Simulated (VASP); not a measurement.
SiC (4h): the LDA mean ε∞ (DFPT) against the volume, with shape and ions relaxed at each volume; LDA's own equilibrium is at 10.156 Å³/atom. VASP (PAW), 520 eV cut-off, 10×10×3 Γ-centred mesh, Gaussian smearing of 0.010 eV, potentials Si C.  Fit the value as a straight line in ln V.

```json
[
 {"V (Å³/atom)": "8.937", "LDA mean ε∞ (DFPT)": "6.86"},
 {"V (Å³/atom)": "9.242", "LDA mean ε∞ (DFPT)": "6.91"},
 {"V (Å³/atom)": "9.546", "LDA mean ε∞ (DFPT)": "6.96"},
 {"V (Å³/atom)": "9.851", "LDA mean ε∞ (DFPT)": "7.02"},
 {"V (Å³/atom)": "10.156", "LDA mean ε∞ (DFPT)": "7.09"},
 {"V (Å³/atom)": "10.46", "LDA mean ε∞ (DFPT)": "7.17"}
]
```

**Question.** Fit the rows as the text says and predict the value at 10.765.

**Answer.** The slope against ln V is 1.95. The line misses the rows by up to 0.02 and gives 7.21 at 10.765. The run gave 7.25, +0.04 from the line.

Left out are failed runs and those whose mesh is unfit for this quantity.

The compound is SiC in the 4h structure.
